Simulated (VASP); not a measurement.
Here is the system:

```
CELL_PARAMETERS angstrom
      0.00000     2.31000     2.31000
      2.31000     0.00000     2.31000
      2.31000     2.31000     0.00000
ATOMIC_POSITIONS crystal
  Li 0.25000 0.25000 0.25000
  Li 0.75000 0.75000 0.75000
  O  0.00000 0.00000 0.00000
```

Method: LDA (Ceperley-Alder, Perdew-Zunger), VASP's LDA PAW potentials (set 64) (plane waves; VASP). Settings: 520 eV cut-off, 9×9×9 Γ-centred mesh, Gaussian smearing of 0.050 eV, potentials Li_sv O.

Energy and stress use the plane-wave basis of the starting cell.

Problem. The ions, cell shape and volume are relaxed. Predict the relaxed structure.

Solution. 
```
CELL_PARAMETERS angstrom
      0.00000     2.24733     2.24733
      2.24733     0.00000     2.24733
      2.24733     2.24733     0.00000
ATOMIC_POSITIONS crystal
  Li 0.25000 0.25000 0.25000
  Li 0.75000 0.75000 0.75000
  O  0.00000 0.00000 0.00000
```
Space group Fm-3m (225), at a tolerance of 0.03 Å.

Problem. How do energy and volume change from the first to the last step?

Solution. The energy (σ→0) changes by -14.3 meV/atom and the volume by -7.9 %, in 4 ionic steps.

```
step  E(σ→0) (eV)  max force (eV/Å)  pressure (GPa)  volume (Å³)
----  -----------  ----------------  --------------  -----------
1        -15.7090             0.000           -6.64        24.65
2        -15.7450             0.000           -2.85        23.46
3        -15.7519             0.000           -0.27        22.77
4        -15.7520             0.000           -0.01        22.70
```

The compound is Li2O in the antifluorite structure. This run relaxes it. Symmetry was kept, so distortions that lower it aren't found.
